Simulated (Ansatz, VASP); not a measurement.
# Cross-check of Ti (linear Ti chain) between VASP and Ansatz

Aim: how closely do two programs agree when they are given the same cell, functional and k mesh? The cell is taken from a series of runs on this material, whose earlier steps may have relaxed, scaled, displaced or heated it; both programs get it as it stands.

Program: Ansatz 0.2.0. Level of theory: plane waves, with VASP 6.6.1 beside it; single point at LDA. Results are calculated unless marked as measured.

### Step 1. Starting point

The cell holds 1 atom: 1 Ti. Cell: a = 7.500 Å, b = 7.500 Å, c = 2.552 Å, α = 90.0°, β = 90.0°, γ = 90.0°. Vacuum lies along a and b. The structure's axis is c.

### Step 2. Ansatz: single point, LDA

Ansatz runs on its default PAW (the set named soft_2) files.

With cell and atoms fixed, the geometry can't cause a difference; cores, projectors, grids and the points listed under the comparison can.

Input file input.yaml:

```yaml
crystal:
  lattice:
    - [7.5, 0.0, 0.0]
    - [0.0, 7.5, 0.0]
    - [0.0, 0.0, 2.551540039]
  atoms:
    - { symbol: Ti, position: [0.5, 0.5, 0.0], spin: 0.36 }
magnetization:
  spin_polarized: true
kpoints:
  mp_grid: { grid: [1, 1, 32] }
scf:
  occupations: { method: fermi_dirac, width: 0.05 }
hamiltonian:
  xc: lda
output:
  transmission:
    e_range: [-2, 2]
    de: 0.035
    kmesh: [1, 1]
    reduced_basis: true
    leads: [[0, 0]]
  stress: true
```

On the command line:

```console
$ ansatz run input.yaml --threads 4 --pin off --max-ram 8192MiB --backend cpu --events-out ev --progress --plain --runs-dir out
```

Numbers of over 12 decimals in the logs are rounded to 6 here.

Log:

```text
Engine: ansatz 0.2.0, x86_64-unknown-linux-gnu
Pseudopotentials: kind: paw
Pseudopotential: Ti, paw, valence charge 12, recommended cutoff 420 eV (normal), Ti.paw.azcp
Functional definition: SPW92
  exchange = slater_x
  correlation = pw_c
Crystal: 1 atoms, lattice volume = 143.524 Å³
Basis set: ecut = 420 eV, 2817 PW (Γ)
Bands: 11, of which v1, the nominal top of the filled ones, is band 6 counted from 1 (5 counted from 0)
Symmetry: 16 space group operations
Space group: P4/mmm (ITA 123), of the structure as read, at distance tolerance 5.2e-5 Å
Magnetic group: BNS 123.339 (UNI 999), of the structure as read, at distance tolerance 5.2e-5 Å
k-points: 17 of 32
Non-local potential: Ti, projectors of the file, l = 0: 3, l = 1: 2, l = 2: 3, l = 3: 1
PAW form: soft (Blöchl's): semilocal exchange-correlation on the pseudo side does not see the compensation charge
PAW frozen core: Ti, regenerated for the run's functional, and the local potential with it (the file was generated under x = pbe(κ = 0.804, μ = 0.219515), c = pbe(β = 0.066725))
PAW one-centre angular grid: Ti, 590 points (default); XC on 64 Gauss nodes
Initial density: superposition of atomic densities (neutral atoms: chi_scale 0, normalization atom)
Starting moments: Σ|m| = 0.36 μB on 1 of 1 site
Initial wavefunctions: pseudopotential atomic-orbital guess
Functional: x = slater, c = lda
SCF iter   1: F=—  HF=-2445.642318 eV  |F-HF|=—  |Δ(HF+E_count)|=         —  Δρ=1.47e-2 (↑1.47e-2 ↓1.41e-2)  dr2=1.86e0  dr2_m=3.24e-2  M=0.679 μB ∫|m|=0.679 μB  β_m=0.30  ethr=3.10e-3  ⟨swp⟩=5.7  Hψ=2240  notcnv=0
Mixer restart at iter 1: flushing history
preconditioner: auto → LDOS  [metal: Δε(μ)=0.028 eV  Ē_g=2.661 eV  σ=0.050 eV  W_gap=0.14  n_scr=12 (ndim 8)  ℏωp=6.2 eV  f_vac=0.555  D(μ)=4.51/eV (n_scr^D=24)]
spin=Collinear: LDOS preconditioning applied to the charge; magnetization (m = ρ↑ − ρ↓) channel mixes plain (no charge-response kernel on spin).
SCF iter   2: F=—  HF=-2445.803013 eV  |F-HF|=—  |Δ(HF+E_count)|=   1.61e-1  Δρ=1.05e-2 (↑1.05e-2 ↓8.35e-3)  dr2=7.47e-1  dr2_m=3.93e-2  M=0.831 μB ∫|m|=0.831 μB  β_m=0.54  ethr=3.10e-3  ⟨swp⟩=2.6  Hψ=827  notcnv=0
SCF iter   3: F=—  HF=-2446.083000 eV  |F-HF|=—  |Δ(HF+E_count)|=   2.80e-1  Δρ=3.46e-3 (↑3.32e-3 ↓3.46e-3)  dr2=1.11e-2  dr2_m=1.21e-2  M=1.083 μB ∫|m|=1.083 μB  β_m=0.73  ethr=3.10e-3  ⟨swp⟩=3.1  Hψ=872  notcnv=0
SCF iter   4: F=—  HF=-2446.098097 eV  |F-HF|=—  |Δ(HF+E_count)|=   1.51e-2  Δρ=2.22e-3 (↑2.22e-3 ↓1.33e-3)  dr2=2.46e-3  dr2_m=3.85e-3  M=1.206 μB ∫|m|=1.206 μB  β_m=0.85  ethr=9.29e-5  ⟨swp⟩=2.9  Hψ=734  notcnv=0
SCF iter   5: F=—  HF=-2446.100677 eV  |F-HF|=—  |Δ(HF+E_count)|=   2.58e-3  Δρ=1.03e-3 (↑9.28e-4 ↓1.03e-3)  dr2=1.27e-4  dr2_m=1.21e-3  M=1.291 μB ∫|m|=1.291 μB  β_m=0.92  ethr=2.05e-5  ⟨swp⟩=2.8  Hψ=742  notcnv=0
SCF iter   6: F=—  HF=-2446.102540 eV  |F-HF|=—  |Δ(HF+E_count)|=   1.86e-3  Δρ=1.06e-3 (↑1.06e-3 ↓8.60e-4)  dr2=4.85e-4  dr2_m=1.08e-3  M=1.432 μB ∫|m|=1.432 μB  β_m=0.92  ethr=1.06e-6  ⟨swp⟩=2.0  Hψ=599  notcnv=0
SCF iter   7: F=—  HF=-2446.100973 eV  |F-HF|=—  |Δ(HF+E_count)|=   1.57e-3  Δρ=5.79e-4 (↑4.47e-4 ↓5.79e-4)  dr2=2.03e-4  dr2_m=3.01e-4  M=1.729 μB ∫|m|=1.729 μB  β_m=0.90  ethr=1.06e-6  ⟨swp⟩=3.3  Hψ=893  notcnv=0
SCF iter   8: F=—  HF=-2446.102673 eV  |F-HF|=—  |Δ(HF+E_count)|=   1.70e-3  Δρ=6.91e-4 (↑6.22e-4 ↓6.91e-4)  dr2=5.16e-5  dr2_m=5.49e-4  M=1.566 μB ∫|m|=1.566 μB  β_m=0.79  ethr=1.06e-6  ⟨swp⟩=2.0  Hψ=612  notcnv=0
SCF iter   9: F=—  HF=-2446.102718 eV  |F-HF|=—  |Δ(HF+E_count)|=   4.40e-5  Δρ=9.31e-5 (↑6.72e-5 ↓9.31e-5)  dr2=3.84e-6  dr2_m=7.80e-6  M=1.488 μB ∫|m|=1.488 μB  β_m=0.89  ethr=4.30e-7  ⟨swp⟩=2.1  Hψ=602  notcnv=0
SCF iter  10: F=—  HF=-2446.102721 eV  |F-HF|=—  |Δ(HF+E_count)|=   3.78e-6  Δρ=3.11e-5 (↑2.77e-5 ↓3.11e-5)  dr2=1.02e-6  dr2_m=8.13e-7  M=1.501 μB ∫|m|=1.501 μB  β_m=0.76  ethr=3.20e-8  ⟨swp⟩=2.3  Hψ=546  notcnv=0
SCF iter  11: F=—  HF=-2446.102722 eV  |F-HF|=—  |Δ(HF+E_count)|=   2.46e-7  Δρ=1.91e-5 (↑1.75e-5 ↓1.91e-5)  dr2=1.83e-7  dr2_m=3.77e-7  M=1.500 μB ∫|m|=1.500 μB  β_m=0.88  ethr=8.49e-9  ⟨swp⟩=1.8  Hψ=421  notcnv=0
SCF iter  12: F=—  HF=-2446.102722 eV  |F-HF|=—  |Δ(HF+E_count)|=   6.39e-9  Δρ=2.07e-6 (↑2.07e-6 ↓1.51e-6)  dr2=4.74e-9  dr2_m=2.57e-9  M=1.501 μB ∫|m|=1.501 μB  β_m=0.92  ethr=1.52e-9  ⟨swp⟩=2.2  Hψ=587  notcnv=0
SCF iter  13: F=-2446.102722 eV  HF=-2446.102722 eV  |F-HF|=6.00e-11  |Δ(HF+E_count)|=   3.80e-9  Δρ=4.88e-7 (↑3.87e-7 ↓4.88e-7)  dr2=1.99e-10  dr2_m=2.12e-10  M=1.501 μB ∫|m|=1.501 μB  ethr=3.95e-11  ⟨swp⟩=1.9  Hψ=1099  notcnv=0
SCF 1 converged in 13 iterations: F = -2446.102722 eV  dr2 = 1.99e-10
  greatest PAW one-centre occupation: 0.999 electrons in one spin orbital (limit 2), on the Ti atom at site 0 (counted from 0), in its partial waves of l = 0
transmission: 8 of 48 steps passed
transmission: 12 of 48 steps passed
[...]
transmission: 48 of 48 steps passed
Initial density: read from a saved state, or passed on in memory by an earlier SCF of this step, an earlier step, the calling program or the single point that the run made first
Starting moments: Σ|m| = 0.36 μB on 1 of 1 site; this step starts from the density that it was given
iter 1 solved again at ethr=9.12e-12 eV; its pass at ethr=8.33e-6 eV (dr2=1.09e-9 eV) is discarded
SCF iter   1: F=—  HF=-2446.102722 eV  |F-HF|=—  |Δ(HF+E_count)|=         —  Δρ=4.88e-7 (↑3.87e-7 ↓4.88e-7)  dr2=1.99e-10  dr2_m=2.12e-10  M=1.501 μB ∫|m|=1.501 μB  ethr=9.12e-12  ⟨swp⟩=1.0  Hψ=4578  notcnv=0
preconditioner: auto → LDOS  [metal: Δε(μ)=0.003 eV  Ē_g=2.552 eV  σ=0.050 eV  W_gap=0.02  n_scr=12 (ndim 8)  ℏωp=6.2 eV  f_vac=0.589  D(μ)=3.92/eV (n_scr^D=20)]
spin=Collinear: LDOS preconditioning applied to the charge; magnetization (m = ρ↑ − ρ↓) channel mixes plain (no charge-response kernel on spin).
SCF iter   2: F=—  HF=-2446.131190 eV  |F-HF|=—  |Δ(HF+E_count)|=   2.85e-2  Δρ=1.10e-2 (↑1.10e-2 ↓4.05e-3)  dr2=1.19e-1  dr2_m=4.98e-2  M=2.386 μB ∫|m|=2.386 μB  ethr=8.33e-6  ⟨swp⟩=1.0  Hψ=2720  notcnv=0
SCF iter   3: F=—  HF=-2446.098033 eV  |F-HF|=—  |Δ(HF+E_count)|=   3.32e-2  Δρ=1.44e-3 (↑1.44e-3 ↓6.08e-4)  dr2=6.92e-3  dr2_m=9.80e-4  M=2.294 μB ∫|m|=2.294 μB  ethr=8.33e-6  ⟨swp⟩=1.0  Hψ=1290  notcnv=0
SCF iter   4: F=—  HF=-2446.102740 eV  |F-HF|=—  |Δ(HF+E_count)|=   4.71e-3  Δρ=2.02e-4 (↑2.02e-4 ↓4.70e-5)  dr2=9.90e-5  dr2_m=1.05e-5  M=1.493 μB ∫|m|=1.493 μB  ethr=8.33e-6  ⟨swp⟩=1.0  Hψ=1215  notcnv=0
an SCF towards Hund's moment on open shells that bore less, with the run's symmetry operations kept, reached no lower state that the run goes on to. This is no proof of a minimum
SCF converged after 13 iterations
Magnetization: 1.5006 μB (6.7503 up, 5.2497 down)
Absolute magnetization: 1.5006 μB (∫|ρ↑−ρ↓|, with the PAW one-centre terms)
Spin contamination: 0.0013 ħ² per cell (⟨S²⟩ above its minimum at these occupations)
Per-site moments (μB) at R_I (Å): [(0.956027, 1.052510)]
Free energy (F): -2446.102722 eV
Harris-Foulkes:  -2446.102722 eV  (|F-HF|=6.00e-11)
Internal energy: -2446.069447 eV  (E = F + TS)
E sigma→0 (E₀):  -2446.086084 eV
Entropy (-TS):   -0.033275 eV (-33.275 meV/atom)
Fermi energy:    -1.541200 eV
--- Per-component energies (eV) ---
  E_band       = -332.194571
  E_kinetic    = 270.312399
  E_local      = -2386.118763  (includes V_loc(G=0)·N_el)
  E_nonlocal   = 17.174215
  E_hartree    = 1028.672405
  E_xc         = -92.193315
  E_vxc        = -115.841296  (∫ρ·V_xc dr)
  E_paw        = -1001.224710  (= ΣΔE_a)
  E_vpaw       = -175.065431  (= ΣTr[D̂ρ^β])
  E_aug_tail   = 0.000102  (compensation charges beyond the density's cutoff)
  E_ewald      = -283.017731
  E_core_change = 0.325950  (= ΣΔE_core)
  E_smearing   = -0.033275  (= −TS)
  E_closure    = 0.000000  (closes the sum)
  Σ components = -2446.102722   (vs F -2446.102722, Δ=0.00e0)
--- Stress (GPa, compression-positive) ---
       -0.375144       0.000000       0.000000
        0.000000      -0.375144       0.000000
        0.000000       0.000000      -3.568949
  P = ⅓ Tr σ = -1.4397 GPa (-14.397 kbar)
--- Band table (eV; the first three rows and the last of 34) ---
  k-point 0 ↑: bands = [... 2 lower, -35.1939, -34.0927, -4.4616, -2.4860, -1.8012, -1.7446, -0.3789, -0.3789, ... 1 higher]
  k-point 1 ↑: bands = [... 2 lower, -35.1926, -34.1039, -4.4246, -2.4641, -1.7920, -1.7358, -0.4058, -0.4058, ... 1 higher]
  k-point 2 ↑: bands = [... 2 lower, -35.1889, -34.1369, -4.3145, -2.3985, -1.7645, -1.7098, -0.4854, -0.4854, ... 1 higher]
  k-point 16 ↓: bands = [... 2 lower, -34.0968, -34.0968, -1.8609, -1.8609, 0.2024, 0.2121, 0.8199, 2.1072, ... 1 higher]
--- Transmission ---
  basis      : 497 plane waves across, 4 finite elements along
  points     : 1, standing for a mesh of 1 x 1
  filling    : by the input's occupations and mesh, since the crystals that have channels conduct as metals do. If one of these is a semiconductor, that mesh has misplaced its level
  energies   : 115 from -2.000000 to 1.990000 eV about the Fermi level, 0.035000 eV apart; the leads are filled to 0.000000 eV, and channels, transmission and decay are at -0.005000 eV
  crystal 0  : Ti1, at the sites [0, 0], period 2.5515 Å: whole cells are its period
    offset         : up to 0.0000 Å between an atom of the period and one for which it stands
    filled         : 5.2 meV over the level at which it is neutral
    channels       : 6.000000e0 up, 4.000000e0 down
    conductance    : 6.8867e14 S/m² at 300 K; may be off by some 0.0 % by where its bands' edges are placed, 0.0 % from the distance to neutral
```

Reading the cycles: dr2 is the Hartree energy of the density residual (eV), the measure of convergence; HF is the Harris–Foulkes estimate of the energy, which meets the free energy F at convergence.

### Step 3. VASP: single point, LDA

The same cell, functional (in two slightly different forms), mesh and smearing now go to VASP, with its own data sets.

Lines of VASP's logs that name or quote its potential files are left out, and so is its time.

Input file INCAR:

```
SYSTEM = Ti
PREC = Accurate
ENCUT = 500
EDIFF = 1E-06
NELM = 200
ISMEAR = -1
SIGMA = 0.05
LREAL = .FALSE.
ALGO = Normal
GGA = PW92
NBANDS = 13
ISPIN = 2
MAGMOM = 0.96
LASPH = .TRUE.
LMAXMIX = 4
LORBIT = 11
LWAVE = .FALSE.
LCHARG = .FALSE.
ISIF = 2
GGA_COMPAT = .FALSE.
```

Input file POSCAR:

```
Ti
1.0
    7.5000000000      0.0000000000      0.0000000000
    0.0000000000      7.5000000000      0.0000000000
    0.0000000000      0.0000000000      2.5515400390
Ti
1
Direct
    0.5000000000      0.5000000000      0.0000000000
```

Input file KPOINTS:

```
Automatic mesh
0
Gamma
1 1 32
0 0 0
```

Potentials, in the order of the species: Ti_sv (LDA family, release 64).

On the command line:

```console
$ mpirun -np 1 vasp_std
```

Log:

```text
[banner, memory and clock lines left out]
running    1 mpi-ranks, on    1 nodes
 distrk:  each k-point on    1 cores,    1 groups
 distr:  one band on    1 cores,    1 groups

 POSCAR found type information on POSCAR Ti
 POSCAR found :  1 types and       1 ions
|                                                                             |
|               ----> ADVICE to this user running VASP <----                  |
|                                                                             |
|     You enforced a specific xc type in the INCAR file but a different       |
|     [... a line on the potential file left out ...]
|     I HOPE YOU KNOW WHAT YOU ARE DOING!                                     |
|                                                                             |

 LDA part: xc-table for (Slater(with rela. corr.)+PW92), standard interpolation
 POSCAR, INCAR and KPOINTS ok, starting setup
 FFT: planning ... GRIDC
 FFT: planning ... GRID_SOFT
 FFT: planning ... GRID
 WAVECAR not read
 entering main loop
       N       E                     dE             d eps       ncg     rms          rms(c)
DAV:   1     0.539620341472E+02    0.53962E+02   -0.62451E+03  1140   0.661E+02
DAV:   2     0.328434138054E+01   -0.50678E+02   -0.47566E+02  1133   0.169E+02
DAV:   3    -0.428182115776E+01   -0.75662E+01   -0.70444E+01  1528   0.518E+01
DAV:   4    -0.490063029019E+01   -0.61881E+00   -0.61450E+00  1068   0.126E+01
DAV:   5    -0.493098876919E+01   -0.30358E-01   -0.30308E-01  1278   0.237E+00    0.666E+00
DAV:   6    -0.435273592970E+01    0.57825E+00   -0.87097E-01  1070   0.104E+01    0.300E+00
DAV:   7    -0.432733601336E+01    0.25400E-01   -0.13691E-01   959   0.367E+00    0.126E+00
DAV:   8    -0.433532087319E+01   -0.79849E-02   -0.21558E-02  1051   0.114E+00    0.999E-01
DAV:   9    -0.433804304400E+01   -0.27222E-02   -0.26812E-03  1105   0.595E-01    0.454E-01
DAV:  10    -0.434466094437E+01   -0.66179E-02   -0.35227E-03  1097   0.638E-01    0.225E-01
DAV:  11    -0.434646047514E+01   -0.17995E-02   -0.34583E-04  1128   0.166E-01    0.227E-01
DAV:  12    -0.434916371665E+01   -0.27032E-02   -0.34146E-04  1127   0.198E-01    0.195E-01
DAV:  13    -0.435144766223E+01   -0.22839E-02   -0.62726E-04   999   0.266E-01    0.107E-01
DAV:  14    -0.435190408792E+01   -0.45643E-03   -0.21575E-04  1151   0.138E-01    0.712E-02
DAV:  15    -0.435215448967E+01   -0.25040E-03   -0.16673E-04  1075   0.154E-01    0.243E-02
DAV:  16    -0.435218249748E+01   -0.28008E-04   -0.32701E-05  1025   0.503E-02    0.669E-03
DAV:  17    -0.435218542908E+01   -0.29316E-05   -0.32095E-06  1147   0.118E-02    0.430E-03
DAV:  18    -0.435218570920E+01   -0.28012E-06   -0.30110E-07   777   0.448E-03
   1 F= -.43521857E+01 E0= -.43354560E+01  d E =-.334594E-01  mag=     1.5597
```

Parts of OUTCAR (step 3):

```text
ion  position               nearest neighbor table
   1  0.500  0.500  0.000-

  LATTYP: Found a simple tetragonal cell.
 ALAT       =     7.5000000000
 C/A-ratio  =     0.3402053385

 Subroutine GETGRP returns: Found 16 space group operations
 (whereof 16 operations were pure point group operations)

The static configuration has the point symmetry D_4h.

 Found     17 irreducible k-points:

   k-points           NKPTS =     17   k-points in BZ     NKDIM =     17   number of bands    NBANDS=     13

   dimension x,y,z NGX =    56 NGY =   56 NGZ =   20
   dimension x,y,z NGXF=   112 NGYF=  112 NGZF=   40

   ENCUT  =  500.0 eV  36.75 Ry    6.06 a.u.  13.67 13.67  4.65*2*pi/ulx,y,z

   NELECT =      12.0000    total number of electrons

 k-points in reciprocal lattice and weights: Automatic mesh
   0.00000000  0.00000000  0.00000000       0.031
   0.00000000  0.00000000  0.03125000       0.062
   0.00000000  0.00000000  0.06250000       0.062
   0.00000000  0.00000000  0.09375000       0.062
   0.00000000  0.00000000  0.12500000       0.062
   0.00000000  0.00000000  0.15625000       0.062
   0.00000000  0.00000000  0.18750000       0.062
   0.00000000  0.00000000  0.21875000       0.062
   0.00000000  0.00000000  0.25000000       0.062
[...]
0.00000000  0.00000000  0.46875000       0.062
   0.00000000  0.00000000  0.50000000       0.031

 average (electrostatic) potential at core
       1 -82.9790

 E-fermi :  -2.1451

 spin component 1
 k-point     1 :       0.0000    0.0000    0.0000
  band No.  band energies     occupation
    ...
      4     -34.6883      1.00000
      5      -5.0840      1.00000
      6      -3.1025      1.00000
      7      -2.4163      0.99560
      8      -2.3613      0.98692
      9      -0.9781      0.00000
     10      -0.9781      0.00000
     11       0.2797      0.00000
     12       0.2797      0.00000
     13       1.0851      0.00000

 k-point     2 :       0.0000    0.0000    0.0312
  band No.  band energies     occupation
    ...
      4     -34.6995      1.00000
      5      -5.0468      1.00000
      6      -3.0807      1.00000
      7      -2.4071      0.99472
      8      -2.3526      0.98446
      9      -1.0060      0.00000
     10      -1.0060      0.00000
     11       0.2985      0.00000
     12       0.2985      0.00000
     13       1.1058      0.00000

 k-point     3 :       0.0000    0.0000    0.0625
  band No.  band energies     occupation
    ...
      4     -34.7325      1.00000
      5      -4.9363      1.00000
      6      -3.0153      1.00000
      7      -2.3797      0.99091
      8      -2.3267      0.97418
      9      -1.0880      0.00000
     10      -1.0880      0.00000
     11       0.3561      0.00000
     12       0.3561      0.00000
     13       1.1677      0.00000

 k-point     4 :       0.0000    0.0000    0.0938
  band No.  band energies     occupation
    ...
      4     -34.7859      1.00000
      5      -4.7555      1.00000
      6      -2.9063      1.00000
      7      -2.3350      0.97808
      8      -2.2843      0.94179
      9      -1.2192      0.00000
     10      -1.2192      0.00000
     11       0.4546      0.00000
     12       0.4546      0.00000
     13       1.2708      0.00000

 k-point     5 :       0.0000    0.0000    0.1250
  band No.  band energies     occupation
    ...
      4     -34.8573      1.00000
      5      -4.5097      1.00000
      6      -2.7539      0.99999
      7      -2.2745      0.93000
      8      -2.2268      0.83671
      9      -1.3911      0.00000
     10      -1.3911      0.00000
     11       0.5959      0.00000
     12       0.5959      0.00000
     13       1.4154      0.00000

 k-point     6 :       0.0000    0.0000    0.1562
  band No.  band energies     occupation
    ...
      4     -34.9436      1.00000
      5      -4.2062      1.00000
      6      -2.5584      0.99974
      7      -2.1999      0.74956
      8      -2.1560      0.55408
      9      -1.5928      0.00002
     10      -1.5928      0.00002
     11       0.7807      0.00000
     12       0.7807      0.00000
     13       1.6014      0.00000

  Total       -0.3426805     -0.3426805     -3.1056587      0.0000000      0.0000000      0.0000000
  in kB       -3.8253840     -3.8253840    -34.6688468      0.0000000      0.0000000      0.0000000
  external PRESSURE =     -14.1065383 kB  Pullay stress =       0.0000000 kB

  energy-cutoff  :      500.00
  volume of cell :      143.52
      direct lattice vectors                 reciprocal lattice vectors
     7.500000000  0.000000000  0.000000000     0.133333333  0.000000000  0.000000000
     0.000000000  7.500000000  0.000000000     0.000000000  0.133333333  0.000000000
     0.000000000  0.000000000  2.551540039     0.000000000  0.000000000  0.391920168

 POSITION                                       TOTAL-FORCE (eV/Angst)
 -----------------------------------------------------------------------------------
      3.75000      3.75000      0.00000         0.000000      0.000000      0.000000
 -----------------------------------------------------------------------------------
    total drift:                                0.000000      0.000000      0.000000

  FREE ENERGIE OF THE ION-ELECTRON SYSTEM (eV)
  ---------------------------------------------------
  free  energy   TOTEN  =        -4.3521857092 eV

  energy  without entropy=       -4.3187263145  energy(sigma->0) =       -4.33545601

 total charge
# of ion       s       p       d       tot
------------------------------------------
    1        2.245   5.957   2.072  10.274

 magnetization (x)
# of ion       s       p       d       tot
------------------------------------------
    1        0.026   0.020   1.027   1.073

[... 6 further parts left out ...]
```

### Step 4. Comparison

Known differences besides the potentials themselves: VASP starts from the moments at which Ansatz ended; the cutoff is 420 eV in Ansatz and 500 eV in VASP; VASP's log shows a relativistic correction to its local exchange, Ansatz's none; site moments are counted in spheres of each program's own size. Total energies have different zeros and are not compared.

Both answers:

```tsv
quantity	Ansatz	VASP	difference
pressure (GPa)	-1.44	-1.41	-0.03
total moment (μB)	1.50	1.56	-0.06
moment on Ti1 (μB)	0.96	1.07	-0.12
```

### Step 5. What came out

```json
{
  "difference in total moment (single point, LDA)": "-0.059 μB"
}
```

The difference in total moment is -0.059 μB (single point, LDA). Such differences can come from data sets, numerical settings and the points named under the comparisons, not from the functional's error against experiment.

[Lines on the potential files, build, host, timing and source positions are cut from VASP's logs without a mark.]

[Logs are printed without paths, hosts, clocks, repeated set-up lines and the standing remarks that a program may print on its own settings, such as how far it seeks lower states.]

[Hosts, paths, dates, database ids (printed as entryN), source tags and the programs' standing remarks are cut or masked in the printed files.]
